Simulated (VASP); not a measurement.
Input:

```yaml
crystal:
  lattice:
    - [-1.61651, 1.61651, 4.07834]
    - [1.61651, -1.61651, 4.07834]
    - [1.61651, 1.61651, -4.07834]
  atoms:
    - { symbol: V, position: [0.00000, 0.00000, 0.00000] }
    - { symbol: Ge, position: [0.33904, 0.33904, 0.00000] }
    - { symbol: Ge, position: [0.66096, 0.66096, 0.00000] }
```

These are PBEsol GGA, VASP's PBE PAW potentials (set 64) (plane waves; VASP) values and carry that method's errors. Settings: 400 eV cut-off, 15×15×15 Γ-centred mesh, tetrahedra with Blöchl corrections, potentials V_sv Ge_d.

The cores are frozen, which limits the accuracy of field gradients.

Give the principal components of the electric field gradient (V/Å²) and the asymmetry η at each nucleus.

```
atom   Vxx   Vyy  Vzz     η
----  ----  ----  ---  ----
V1    -1.3  -1.3  2.6  0.00
Ge2   -1.6  -1.6  3.1  0.00
Ge3   -1.6  -1.6  3.1  0.00
```

The structure was generated: VGe2 was put into the MoSi2 type (I4/mmm), which need not be its known phase. It was relaxed first, which changed the volume by +7 %. The run is not spin-polarised, so no magnetic state was tried.
